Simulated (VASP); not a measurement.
TiO₂ (rutile) relaxed at rising pressure, in one space group throughout; other phases were not tried. The pressures are those reached. These are PBEsol GGA, VASP's PBE PAW potentials (set 64) (plane waves; VASP) values and carry that method's errors.

```
P (GPa)  V (Å³/atom)  k-mesh
-------  -----------  ------
0.00          10.339   5×5×8
4.97          10.125   5×5×8
10.09          9.926   5×5×8
20.08          9.595   5×5×8
29.87          9.319   5×5×8
```

Problem. Fit an equation of state and predict the volume at 45.08 GPa.

Solution. Least squares on the third-order Birch-Murnaghan form, P = (3B0/2)(y⁷ − y⁵)[1 + (3/4)(B′ − 4)(y² − 1)] with y = (V0/V)^(1/3), gives V0 = 10.339 Å³/atom, B0 = 226 GPa and B′ = 4.7, and so 8.962 Å³/atom. The run gave 8.957 Å³/atom, -0.1 % from the fit.

Pressures at which the relaxation failed are left out.

The compound is TiO2 in the rutile structure.
